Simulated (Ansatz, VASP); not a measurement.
**Cross-check of GaAsH2 (H-GaAs-H chair monolayer) between VASP and Ansatz**

One calculation is typed for both programs; each brings its own data sets. How far apart do they land? The cell is taken from a series of runs on this material, whose earlier steps may have relaxed, scaled, displaced or heated it; both programs get it as it stands.

Calculated with Ansatz 0.2.0; plane waves, with VASP 6.6.1 beside it; PBE with D3(BJ).

## 1. Starting point

The cell holds 4 atoms: 2 H, 1 As and 1 Ga. Cell: a = 4.044 Å, b = 4.044 Å, c = 21.873 Å, α = 90.0°, β = 90.0°, γ = 120.0°. Vacuum lies along c.

## 2. VASP: single point, PBE with D3(BJ)

A single point takes one fixed geometry, so differences don't come from the geometry; what else differs is listed under the comparison.

Lines of VASP's logs that name or quote its potential files are left out, and so is its time.

INCAR reads:

```
SYSTEM = GaAsH2
PREC = Accurate
ENCUT = 400
EDIFF = 1E-06
NELM = 120
ISMEAR = -1
SIGMA = 0.02585
LREAL = .FALSE.
ALGO = Normal
GGA = PE
IVDW = 12
NBANDS = 16
LORBIT = 11
LWAVE = .FALSE.
LCHARG = .FALSE.
ISIF = 2
LDIPOL = .TRUE.
IDIPOL = 3
DIPOL = 0.5 0.5 0.499
LVHAR = .TRUE.
LASPH = .TRUE.
GGA_COMPAT = .FALSE.
EFERMI = MIDGAP
NELMDL = -8
```

POSCAR reads:

```
GaAsH2
1.0
    4.0444357232      0.0000000000      0.0000000000
   -2.0222178616      3.5025840803      0.0000000000
    0.0000000000      0.0000000000     21.8734118354
H As Ga
2 1 1
Direct
    0.6666666667      0.3333333333      0.4114584441
    0.3333333334      0.6666666666      0.5885415559
    0.6666666667      0.3333333333      0.4809049042
    0.3333333334      0.6666666666      0.5172339960
```

KPOINTS reads:

```
Automatic mesh
0
Gamma
12 12 1
0 0 0
```

The projector-augmented-wave data sets are H, As and Ga_d (PBE family, release 64).

On the command line:

```
$ mpirun -np 1 vasp_std
```

Numbers of over 12 decimals in the logs are rounded to 6 here.

Output:

```text
[banner, memory and clock lines left out]
running    1 mpi-ranks, on    1 nodes
 distrk:  each k-point on    1 cores,    1 groups
 distr:  one band on    1 cores,    1 groups

 POSCAR found type information on POSCAR H AsGa
 POSCAR found :  3 types and       4 ions
 LDA part: xc-table for (Slater+PW92), standard interpolation
 POSCAR, INCAR and KPOINTS ok, starting setup
 FFT: planning ... GRIDC
 FFT: planning ... GRID_SOFT
 FFT: planning ... GRID
 WAVECAR not read
 entering main loop
       N       E                     dE             d eps       ncg     rms          rms(c)
DAV:   1     0.810126391252E+02    0.81013E+02   -0.72955E+03   728   0.778E+02
DAV:   2    -0.704972906623E+01   -0.88062E+02   -0.85504E+02   720   0.176E+02
DAV:   3    -0.148462581881E+02   -0.77965E+01   -0.77732E+01   872   0.575E+01
DAV:   4    -0.150305530799E+02   -0.18429E+00   -0.18419E+00   832   0.989E+00
DAV:   5    -0.150347144741E+02   -0.41614E-02   -0.41612E-02   880   0.123E+00
DAV:   6    -0.150348089255E+02   -0.94451E-04   -0.94451E-04   928   0.179E-01
DAV:   7    -0.150348098090E+02   -0.88345E-06   -0.88347E-06   856   0.183E-02
DAV:   8    -0.150348098271E+02   -0.18165E-07   -0.18235E-07   680   0.348E-03    0.494E+00
DAV:   9    -0.145652147966E+02    0.46960E+00   -0.41954E-01   960   0.812E+00    0.276E+00
DAV:  10    -0.143938651177E+02    0.17135E+00   -0.68793E-01   864   0.504E+00    0.527E-01
DAV:  11    -0.143907243411E+02    0.31408E-02   -0.10223E-01   824   0.262E+00    0.284E-01
DAV:  12    -0.143872002096E+02    0.35241E-02   -0.11177E-02   856   0.667E-01    0.956E-02
DAV:  13    -0.143867791156E+02    0.42109E-03   -0.15257E-03   856   0.249E-01    0.630E-02
DAV:  14    -0.143859632858E+02    0.81583E-03   -0.11629E-03   840   0.199E-01    0.343E-02
DAV:  15    -0.143862480722E+02   -0.28479E-03   -0.14724E-04   824   0.783E-02    0.272E-02
DAV:  16    -0.143866024863E+02   -0.35441E-03   -0.13716E-04   768   0.493E-02    0.129E-02
DAV:  17    -0.143868378794E+02   -0.23539E-03   -0.27571E-05   744   0.254E-02    0.906E-03
DAV:  18    -0.143871023897E+02   -0.26451E-03   -0.21578E-05   728   0.192E-02    0.434E-03
DAV:  19    -0.143873374841E+02   -0.23509E-03   -0.11555E-05   728   0.135E-02    0.236E-03
DAV:  20    -0.143874079016E+02   -0.70417E-04   -0.39948E-06   776   0.116E-02    0.934E-04
DAV:  21    -0.143874331597E+02   -0.25258E-04   -0.10069E-06   688   0.558E-03    0.467E-04
DAV:  22    -0.143874381387E+02   -0.49789E-05   -0.18152E-07   680   0.228E-03    0.326E-04
DAV:  23    -0.143874414511E+02   -0.33124E-05   -0.13290E-07   536   0.132E-03    0.212E-04
DAV:  24    -0.143874422719E+02   -0.82081E-06   -0.35597E-08   608   0.850E-04
   1 F= -.14746823E+02 E0= -.14746823E+02  d E =-.516856E-16
```

Parts of OUTCAR (step 2):

```text
ion  position               nearest neighbor table
   1  0.667  0.333  0.411-   3 1.52
   2  0.333  0.667  0.589-   4 1.56
   3  0.667  0.333  0.481-   1 1.52   4 2.47   4 2.47   4 2.47
   4  0.333  0.667  0.517-   2 1.56   3 2.47   3 2.47   3 2.47

  LATTYP: Found a hexagonal cell.
 ALAT       =     4.0444357232
 C/A-ratio  =     5.4082728302

 Subroutine GETGRP returns: Found  6 space group operations
 (whereof  6 operations were pure point group operations)

The static configuration has the point symmetry C_3v.

 Found     19 irreducible k-points:

   k-points           NKPTS =     19   k-points in BZ     NKDIM =     19   number of bands    NBANDS=     16

   dimension x,y,z NGX =    28 NGY =   28 NGZ =  144
   dimension x,y,z NGXF=    56 NGYF=   56 NGZF=  288

   ENCUT  =  400.0 eV  29.40 Ry    5.42 a.u.   6.60  6.60 35.67*2*pi/ulx,y,z

   NELECT =      20.0000    total number of electrons

 k-points in reciprocal lattice and weights: Automatic mesh
   0.00000000  0.00000000  0.00000000       0.007
   0.08333333  0.00000000  0.00000000       0.042
   0.16666667  0.00000000  0.00000000       0.042
   0.25000000  0.00000000  0.00000000       0.042
   0.33333333  0.00000000  0.00000000       0.042
   0.41666667  0.00000000  0.00000000       0.042
   0.50000000  0.00000000  0.00000000       0.021
   0.08333333  0.08333333  0.00000000       0.042
   0.16666667  0.08333333  0.00000000       0.083
[...]
0.33333333  0.25000000  0.00000000       0.083
   0.33333333  0.33333333  0.00000000       0.014

 dipolmoment           0.000000      0.000000      0.099236 electrons x Angstroem

 average (electrostatic) potential at core
       1 -41.0092       2 -39.0093       3 -57.7501       4 -73.3300

 E-fermi :  -3.0225

 k-point     1 :       0.0000    0.0000    0.0000
  band No.  band energies     occupation
    ...
      6     -15.4579      2.00000
      7      -9.6563      2.00000
      8      -6.0585      2.00000
      9      -3.9062      2.00000
     10      -3.9062      2.00000
     11      -2.1388      0.00000
     12      -0.1839      0.00000
     13       0.9672      0.00000
     14       1.1456      0.00000
     15       1.1456      0.00000
    ...

 k-point     2 :       0.0833    0.0000    0.0000
  band No.  band energies     occupation
    ...
      6     -15.3999      2.00000
      7      -9.6385      2.00000
      8      -6.0961      2.00000
      9      -4.5286      2.00000
     10      -4.0284      2.00000
     11      -1.5241      0.00000
     12      -0.1510      0.00000
     13       0.9529      0.00000
     14       1.0492      0.00000
     15       1.3728      0.00000
    ...

 k-point     3 :       0.1667    0.0000    0.0000
  band No.  band energies     occupation
    ...
      6     -15.2330      2.00000
      7      -9.6010      2.00000
      8      -6.3245      2.00000
      9      -5.3541      2.00000
     10      -4.3232      2.00000
     11      -0.8959      0.00000
     12      -0.0239      0.00000
     13       1.0423      0.00000
     14       1.2641      0.00000
     15       1.7787      0.00000
    ...

 Edisp (eV)   -0.35938

  Total      -0.12104    -0.12104    -0.03042    -0.00000     0.00000     0.00000
  in kB      -0.62586    -0.62586    -0.15731    -0.00000     0.00000     0.00000
  external pressure =       -0.47 kB  Pullay stress =        0.00 kB

  energy-cutoff  :      400.00
  volume of cell :      309.86
      direct lattice vectors                 reciprocal lattice vectors
     4.044435723  0.000000000  0.000000000     0.247253280  0.142751748  0.000000000
    -2.022217862  3.502584080  0.000000000     0.000000000  0.285503496  0.000000000
     0.000000000  0.000000000 21.873411835     0.000000000  0.000000000  0.045717605

 POSITION                                       TOTAL-FORCE (eV/Angst)
 -----------------------------------------------------------------------------------
      2.02222      1.16753      9.00000        -0.000000      0.000000     -0.089912
      0.00000      2.33506     12.87341        -0.000000      0.000000     -0.014924
      2.02222      1.16753     10.51903        -0.000000      0.000000      0.077230
      0.00000      2.33506     11.31367         0.000000     -0.000000      0.027606
 -----------------------------------------------------------------------------------
    total drift:                                0.000004     -0.000002     -0.001113

  FREE ENERGIE OF THE ION-ELECTRON SYSTEM (eV)
  ---------------------------------------------------
  free  energy   TOTEN  =       -14.7468226104 eV

  energy  without entropy=      -14.7468226104  energy(sigma->0) =      -14.74682261

 vacuum level on the upper side and lower side of the slab         2.002         0.733

 total charge
# of ion       s       p       d       tot
------------------------------------------
    1        0.537   0.017   0.000   0.554
    2        0.533   0.010   0.000   0.543
    3        1.195   1.622   0.043   2.861
    4        0.875   0.863   9.991  11.728
--------------------------------------------------
tot          3.140   2.512  10.034  15.686

[... 3 further parts left out ...]
```

## 3. Ansatz: single point, PBE with D3(BJ)

Ansatz runs on its PAW soft_1 files.

The same cell, functional, mesh and smearing now go to Ansatz, which takes its cutoff from its data sets.

input.yaml reads:

```yaml
crystal:
  lattice:
    - [4.0444357232, 0.0, 0.0]
    - [-2.0222178616, 3.5025840803, 0.0]
    - [0.0, 0.0, 21.8734118354]
  atoms:
    - { symbol: H, position: [0.6666666667, 0.3333333333, 0.4114584441] }
    - { symbol: As, position: [0.6666666667, 0.3333333333, 0.4809049042] }
    - { symbol: Ga, position: [0.3333333333, 0.6666666667, 0.517233996] }
    - { symbol: H, position: [0.3333333333, 0.6666666667, 0.5885415559] }
kpoints:
  mp_grid: { grid: [12, 12, 1] }
  band_path:
    path: [[0, 0, 0], [0.5, 0, 0], [0.33333333, 0.33333333, 0], [0, 0, 0]]
    npoints: 16
hamiltonian:
  xc: pbe
  dispersion: d3bj
  pseudopotentials: { kind: paw, azcp: { folder: soft_1 } }
scf:
  occupations: { method: fermi_dirac, width: 0.02585 }
  convergence: { dr2_threshold: 1.0e-10 }
efield:
  axis: 3
  dipole_correction: true
  ramp_position: 0.97
  ramp_width: 0.06
  amplitude: 0
output:
  dos: { projected: true, e_range: [-6, 5] }
  write_potential: true
  write_density: true
  volumetric_format: npy
  elf: true
```

On the command line:

```
$ ansatz run input.yaml --threads 2 --pin off --max-ram 3072MiB --backend cpu --events-out ev --progress --plain --runs-dir out
```

Output:

```text
Engine: ansatz 0.2.0, aarch64-unknown-linux-gnu
Pseudopotentials: kind: paw
Pseudopotential: H, paw, valence charge 1, recommended cutoff 420 eV (normal), soft_1/H.paw.azcp
Pseudopotential: As, paw, valence charge 15, recommended cutoff 420 eV (normal), soft_1/As.paw.azcp
Pseudopotential: Ga, paw, valence charge 13, recommended cutoff 420 eV (normal), soft_1/Ga.paw.azcp
Functional definition: PBE
  parameter kappa = 0.804
  parameter beta = 0.066725
  exchange = pbe_x(kappa = kappa, mu = beta*pi^2/3)
  correlation = pbe_c(beta = beta)
Crystal: 4 atoms, lattice volume = 309.858 Å³
Basis set: ecut = 420 eV, 6049 PW (Γ)
Bands: 19, of which v1, the nominal top of the filled ones, is band 15 counted from 1 (14 counted from 0)
Symmetry: 6 space group operations
Space group: P3m1 (ITA 156), of the structure as read, at distance tolerance 6.8e-5 Å
k-points: 19 of 144 (time reversal used)
Non-local potential: H, projectors of the file, l = 0: 2, l = 1: 1
Non-local potential: As, projectors of the file, l = 0: 2, l = 1: 2, l = 2: 3, l = 3: 1
Non-local potential: Ga, projectors of the file, l = 0: 2, l = 1: 2, l = 2: 3, l = 3: 1
PAW form: soft (Blöchl's): semilocal exchange-correlation on the pseudo side does not see the compensation charge
PAW one-centre angular grid: H, 110 points (default); XC on 64 Gauss nodes
PAW one-centre angular grid: As, 590 points (default); XC on 64 Gauss nodes
PAW one-centre angular grid: Ga, 590 points (default); XC on 64 Gauss nodes
Initial density: superposition of atomic densities (neutral atoms: chi_scale 0, normalization atom)
Initial wavefunctions: pseudopotential atomic-orbital guess
Functional: x = pbe(κ = 0.804, μ = 0.219515), c = pbe(β = 0.066725)
SCF iter   1: F=—  HF=-8671.925436 eV  |F-HF|=—  |Δ(HF+E_count)|=         —  Δρ=2.63e-2  dr2=1.97e0  ethr=3.10e-3  p=-0.000 e·Å  D=-1.08e-7 V/Å  ΔV_dip=0.00 eV  dr2_dipole=3.48e-2  V_vac-E_F(+/−)=5.81/5.81 eV  ⟨swp⟩=6.9  Hψ=2055  notcnv=0
efield: sawtooth ramp at fractional position 0.9700 (set: `efield.ramp_position`, or a place that a band, a saddle search or an elastic batch's reference lends), width 0.0600; the density the first Hamiltonian is built on has a dipole p = -0.000 e·Å; the dipole correction subtracts the counter field D = -1.08e-7 V/Å, which shifts the + side's vacuum level by +0.00 eV against the − side's; the planar-averaged density in the ramp window peaks in size at 3.6e-6 e/Å³
preconditioner: auto → Resta (q_TF=auto, 1.849 Å⁻¹)  ε∞=1.5  [insulator: Δε(μ)=1.978 eV  Ē_g=13.939 eV  σ=0.026 eV  W_gap=1.00  n_scr=30 (ndim 8)  ℏωp=9.4 eV  f_vac=0.722  D(μ)=0.00/eV (n_scr^D=0)  ε∞_Penn≈1.5  vacuum switching on, ρ_ref=1.4e-2 e/Å³]
SCF iter   2: F=—  HF=-8671.419405 eV  |F-HF|=—  |Δ(HF+E_count)|=   5.06e-1  Δρ=1.14e-2  dr2=3.64e-1  ethr=3.10e-3  p=-0.130 e·Å  D=-7.57e-2 V/Å  ΔV_dip=1.66 eV  dr2_dipole=8.38e-3  V_vac-E_F(+/−)=6.11/4.45 eV  ⟨swp⟩=3.3  Hψ=759  notcnv=0
SCF iter   3: F=—  HF=-8671.382335 eV  |F-HF|=—  |Δ(HF+E_count)|=   3.71e-2  Δρ=3.92e-3  dr2=2.10e-1  ethr=1.21e-3  p=-0.020 e·Å  D=-1.15e-2 V/Å  ΔV_dip=0.25 eV  dr2_dipole=3.95e-2  V_vac-E_F(+/−)=4.66/4.41 eV  ⟨swp⟩=4.1  Hψ=733  notcnv=0
SCF iter   4: F=—  HF=-8671.333796 eV  |F-HF|=—  |Δ(HF+E_count)|=   4.85e-2  Δρ=1.17e-3  dr2=6.49e-3  ethr=7.00e-4  p=-0.109 e·Å  D=-6.39e-2 V/Å  ΔV_dip=1.40 eV  dr2_dipole=8.78e-4  V_vac-E_F(+/−)=5.15/3.75 eV  ⟨swp⟩=3.1  Hψ=752  notcnv=0
SCF iter   5: F=—  HF=-8671.333394 eV  |F-HF|=—  |Δ(HF+E_count)|=   4.02e-4  Δρ=6.52e-4  dr2=6.05e-4  ethr=2.16e-5  p=-0.098 e·Å  D=-5.70e-2 V/Å  ΔV_dip=1.25 eV  dr2_dipole=3.23e-6  V_vac-E_F(+/−)=5.01/3.77 eV  ⟨swp⟩=2.9  Hψ=654  notcnv=0
SCF iter   6: F=—  HF=-8671.333517 eV  |F-HF|=—  |Δ(HF+E_count)|=   1.23e-4  Δρ=1.86e-4  dr2=5.00e-5  ethr=2.02e-6  p=-0.098 e·Å  D=-5.73e-2 V/Å  ΔV_dip=1.25 eV  dr2_dipole=1.48e-7  V_vac-E_F(+/−)=5.01/3.75 eV  ⟨swp⟩=2.0  Hψ=583  notcnv=0
SCF iter   7: F=—  HF=-8671.333566 eV  |F-HF|=—  |Δ(HF+E_count)|=   4.95e-5  Δρ=3.18e-5  dr2=2.01e-6  ethr=1.67e-7  p=-0.099 e·Å  D=-5.76e-2 V/Å  ΔV_dip=1.26 eV  dr2_dipole=1.52e-8  V_vac-E_F(+/−)=5.01/3.75 eV  ⟨swp⟩=2.1  Hψ=456  notcnv=0
SCF iter   8: F=—  HF=-8671.333573 eV  |F-HF|=—  |Δ(HF+E_count)|=   6.58e-6  Δρ=7.96e-6  dr2=1.76e-7  ethr=6.69e-9  p=-0.099 e·Å  D=-5.76e-2 V/Å  ΔV_dip=1.26 eV  dr2_dipole=8.03e-10  V_vac-E_F(+/−)=5.01/3.75 eV  ⟨swp⟩=2.0  Hψ=646  notcnv=0
SCF iter   9: F=—  HF=-8671.333573 eV  |F-HF|=—  |Δ(HF+E_count)|=   1.63e-7  Δρ=2.29e-6  dr2=1.60e-8  ethr=5.88e-10  p=-0.099 e·Å  D=-5.76e-2 V/Å  ΔV_dip=1.26 eV  dr2_dipole=1.40e-11  V_vac-E_F(+/−)=5.01/3.75 eV  ⟨swp⟩=2.0  Hψ=646  notcnv=0
SCF iter  10: F=—  HF=-8671.333573 eV  |F-HF|=—  |Δ(HF+E_count)|=   2.98e-8  Δρ=4.86e-7  dr2=6.19e-10  ethr=5.34e-11  p=-0.099 e·Å  D=-5.76e-2 V/Å  ΔV_dip=1.26 eV  dr2_dipole=1.06e-13  V_vac-E_F(+/−)=5.01/3.75 eV  ⟨swp⟩=3.0  Hψ=551  notcnv=0
SCF iter  11: F=-8671.333573 eV  HF=-8671.333573 eV  |F-HF|=1.09e-11  |Δ(HF+E_count)|=   1.44e-9  Δρ=6.62e-8  dr2=1.00e-11  ethr=1.00e-12  p=-0.099 e·Å  D=-5.76e-2 V/Å  ΔV_dip=1.26 eV  dr2_dipole=1.12e-14  V_vac-E_F(+/−)=5.01/3.75 eV  ⟨swp⟩=4.1  Hψ=1232  notcnv=0
SCF 1 converged in 11 iterations: F = -8671.333573 eV  dr2 = 1.00e-11
  greatest PAW one-centre occupation: 0.999 electrons in one spin orbital (limit 2), on the As atom at site 1 (counted from 0), in its partial waves of l = 2
NSCF: frozen V_eff on 49 k-points
efield: sawtooth ramp at fractional position 0.9700 (kept from the solve that this one continues, or follows in the run), width 0.0600; the density the first Hamiltonian is built on has a dipole p = -0.099 e·Å; the dipole correction subtracts the counter field D = -5.76e-2 V/Å, which shifts the + side's vacuum level by +1.26 eV against the − side's; the planar-averaged density in the ramp window peaks in size at 4.3e-6 e/Å³
WARN: The output density's exchange-correlation potential varies sharply where the density is thin. Do not read a vacuum level from v_tot or v_xc, or from such a field of the output density. On a cell that repeats whose density bears no net charge and no dipole along the vacuum's axis use v_es (v_loc + v_h of the components); under efield.dipole_correction with no amplitude use v_es + v_field, which holds any externa [...]
SCF converged after 11 iterations
Free energy (F): -8671.333573 eV
Harris-Foulkes:  -8671.333573 eV  (|F-HF|=1.09e-11)
Internal energy: -8671.333573 eV  (E = F + TS)
E sigma→0 (E₀):  -8671.333573 eV
Fermi energy:    -2.420677 eV
Dipole field:    D = -0.057582 V/Å  (p = -0.098602 e·Å, saw-weighted, corrected)
Work function:   Φ+ = 5.0117 eV   Φ− = 3.7522 eV
Levels:          The Fermi level and band energies are counted from a zero that moves with the ramp; work functions are not
--- Per-component energies (eV) ---
  E_band       = -631.988847
  E_kinetic    = 234.707720
  E_local      = -19956.646028  (includes V_loc(G=0)·N_el)
  E_nonlocal   = -484.635317
  E_hartree    = 10123.686625
  E_xc         = -150.552920
  E_vxc        = -151.320384  (∫ρ·V_xc dr)
  E_paw        = -4006.425634  (= ΣΔE_a)
  E_vpaw       = -521.393222  (= ΣTr[D̂ρ^β])
  E_aug_tail   = -0.002125  (compensation charges beyond the density's cutoff)
  E_efield     = 0.002839  (sawtooth field / dipole correction)
  E_vefield    = -0.072896  (∫n·V_field dr)
  E_ewald      = 5568.890676
  E_disp       = -0.359409  (pairwise vdW)
  E_smearing   = -0.000000  (= −TS)
  E_closure    = 0.000000  (closes the sum)
  Σ components = -8671.333573   (vs F -8671.333573, Δ=0.00e0)
--- Band table (eV; the first three rows and the last of 19) ---
  k-point 0: bands = [... 11 lower, -9.0583, -5.4714, -3.3155, -3.3155, -1.5445, 0.4085, 1.5802, 1.7459]
  k-point 1: bands = [... 11 lower, -9.0406, -5.5093, -3.9360, -3.4374, -0.9308, 0.4417, 1.5505, 1.6633]
  k-point 2: bands = [... 11 lower, -9.0033, -5.7377, -4.7603, -3.7318, -0.3010, 0.5691, 1.6371, 1.8738]
  k-point 18: bands = [... 11 lower, -9.3892, -7.0940, -6.2199, -5.1295, 1.1275, 1.4342, 1.9852, 3.3997]
```

The column dr2 measures how far the density is from self-consistency, as an energy; F and HF (Harris–Foulkes) agree once it is small.

## 4. Side by side

Known differences besides the potentials themselves: the data sets hold 30 valence electrons in Ansatz (on its PAW soft_1 files) and 20 in VASP; the cutoff is 420 eV in Ansatz and 400 eV in VASP. Total energies have different zeros and are not compared.

The two programs side by side:

```tsv
quantity	Ansatz	VASP	difference
gap on the k mesh (eV)	1.771	1.767	+0.004
```

A gap on the mesh is an upper bound, since the band edges may lie between its points. Where the cell holds vacuum, a pressure given here is an average over it and none of the material.

## 5. What came out

```yaml
difference_in_gap_on_the_k_mesh_single_point_pbe_with_d3_bj: 0.0036 eV
```

In words: The difference in gap on the k mesh is 0.0036 eV (single point, PBE with D3(BJ)), within the 0.08 eV picked in this series as the mark of a large difference. The data sets hold unlike numbers of valence electrons (30 in Ansatz and 20 in VASP), so part of the differences may come from the potentials. How closely two codes agree says nothing of how well the functional describes the real material.

[Lines on the potential files, build, host, timing and source positions are cut from VASP's logs without a mark.]

[Logs are printed without paths, hosts, clocks, repeated set-up lines and the standing remarks that a program may print on its own settings, such as how far it seeks lower states.]

[Hosts, paths, dates, database ids (printed as entryN), source tags and the programs' standing remarks are cut or masked in the printed files.]
